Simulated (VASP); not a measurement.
Energy against volume of Cr (bcc, AFM order). All values below come from MS2 meta-GGA, VASP's PBE PAW potentials (set 64) (plane waves; VASP). Numerical set-up: 520 eV cut-off, 13×13×13 Γ-centred mesh, first-order Methfessel-Paxton smearing of 0.10 eV, potentials Cr_pv.

```
V (Å³/atom)  E (eV/atom)
-----------  -----------
11.665         -13.85523
12.026         -13.86194
12.387         -13.85687
12.747         -13.84179
```

Fit these four points and predict the energy of the run at 11.304 Å³/atom.

A cubic in V^(−2/3), the third-order Birch-Murnaghan form, passes through the four points with V0 = 12.04 Å³/atom and B0 = 173 GPa, and gives -13.8347 eV/atom there. The run gave -13.8346 eV/atom, +0.1 meV/atom from the fit; all five points give B0 = 173 GPa.

The compound is Cr in the bcc, AFM order structure. It was relaxed first.
